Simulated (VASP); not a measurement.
These are PBE GGA, VASP's PBE PAW potentials (set 64) (plane waves; VASP) values and carry that method's errors.

VASP input:

**INCAR**
```
SYSTEM = C
PREC = Accurate; ENCUT = 400; LREAL = .FALSE.
LASPH = .TRUE.
EDIFF = 1E-6; NELM = 100; ALGO = Normal
ISMEAR = 1; SIGMA = 0.3
GGA = PE
ISIF = 2
LWAVE = .FALSE.; LCHARG = .FALSE.
```

### POSCAR
```
C
3.5420850
  0.6159177434   0.0000000000   0.0000000000
 -0.3079587305   0.5334002431   0.0000000000
  0.0000000000   0.0000000000   1.0000000000
C
2
direct
  0.3418760000   0.6754110000   0.2467890000
  0.6581240000   0.3245890000   0.7532110000
```

**KPOINTS**
```
Automatic mesh
0
Gamma
8 8 4
0 0 0
```

POTCAR, in this order: C (PBE.64 set). Program: vasp_std.

Output

### OUTCAR
```
 ion  position               nearest neighbor table
   1  0.342  0.675  0.247-
   2  0.658  0.325  0.753-
  LATTYP: Found a hexagonal cell.
 ALAT       =     2.1816330000
 C/A-ratio  =     1.6235934275
 Subroutine PRICEL returns:
 Original cell was already a primitive cell.
 Subroutine GETGRP returns: Found  2 space group operations
The static configuration has the point symmetry S_2 .
The dynamic configuration has the point symmetry S_2 .
 Subroutine INISYM returns: Found  2 space group operations
 Subroutine IBZKPT returns following result:
 Found    132 irreducible k-points:

 Following reciprocal coordinates:
            Coordinates               Weight
  0.000000  0.000000  0.000000      1.000000
  0.125000  0.000000  0.000000      2.000000
  0.000000  0.125000  0.000000      2.000000
 -0.125000  0.125000  0.000000      2.000000
  0.250000  0.000000  0.000000      2.000000
  0.000000  0.250000  0.000000      2.000000
 -0.250000  0.250000  0.000000      2.000000
  0.375000  0.000000  0.000000      2.000000
...
```

**OSZICAR**
```
       N       E                     dE             d eps       ncg     rms          rms(c)
DAV:   1     0.123000185977E+01    0.12300E+01   -0.38340E+03  2264   0.745E+02
DAV:   2    -0.940942697849E+01   -0.10639E+02   -0.99798E+01  3424   0.786E+01
DAV:   3    -0.948489980478E+01   -0.75473E-01   -0.75358E-01  2120   0.869E+00
DAV:   4    -0.948501803832E+01   -0.11823E-03   -0.11823E-03  2144   0.321E-01
DAV:   5    -0.948501832182E+01   -0.28349E-06   -0.28283E-06  2112   0.146E-02    0.128E+00
DAV:   6    -0.948257333134E+01    0.24450E-02   -0.54771E-03  2112   0.566E-01    0.723E-01
DAV:   7    -0.948274979247E+01   -0.17646E-03   -0.59962E-03  2112   0.633E-01    0.696E-02
DAV:   8    -0.948283099623E+01   -0.81204E-04   -0.10518E-04  2112   0.882E-02    0.234E-02
DAV:   9    -0.948284790055E+01   -0.16904E-04   -0.18483E-05  2112   0.454E-02    0.442E-03
DAV:  10    -0.948284786889E+01    0.31665E-07   -0.16622E-07  1056   0.393E-03
   1 F= -.94828479E+01 E0= -.94821632E+01  d E =-.205389E-02
```

File OUTCAR:
```
------------------------ aborting loop because EDIFF is reached ----------------------------------------
  FORCE on cell =-STRESS in cart. coord.  units (eV):
  Direction    XX          YY          ZZ          XY          YZ          ZX
  --------------------------------------------------------------------------------------
  Total       -1.2882889     -1.4331790      0.1610848      0.0414652     -0.0195713     -0.0084301
  in kB     -141.3744689   -157.2744392     17.6771464      4.5503188     -2.1477148     -0.9251085
  external PRESSURE =     -93.6572539 kB  Pullay stress =       0.0000000 kB
  volume of cell :       14.60
      direct lattice vectors                 reciprocal lattice vectors
     2.181633000  0.000000000  0.000000000     0.458372238  0.264641298  0.000000000
    -1.090816000  1.889349000  0.000000000     0.000000000  0.529282838  0.000000000
     0.000000000  0.000000000  3.542085000     0.000000000  0.000000000  0.282319594
 POSITION                                       TOTAL-FORCE (eV/Angst)
 -----------------------------------------------------------------------------------
      0.00910      1.27609      0.87415         0.089098      0.195846     -0.063423
      1.08172      0.61326      2.66794        -0.089098     -0.195846      0.063423
 -----------------------------------------------------------------------------------
    total drift:                               -0.000000      0.000000      0.000000
  FREE ENERGIE OF THE ION-ELECTRON SYSTEM (eV)
  ---------------------------------------------------
  free  energy   TOTEN  =        -9.4828478689 eV

  energy  without entropy=       -9.4807939745  energy(sigma->0) =       -9.48216324
```
(Selected blocks of OUTCAR.)

At this cut-off the stress carries a Pulay error, which pulls relaxed volumes low.

The structure was generated: C was put into an ordered model structure, which need not be its known phase. The cell was not relaxed at this level, atoms are displaced from their ideal sites. The k-mesh is coarse (spacing up to 0.44 per Å, 2π included), so the numbers may not be converged in it. The run is one of a series of settings (SIGMA = 0.3, KPOINTS 8×8×4 Γ-centred mesh against the base run), some of them coarse on purpose.
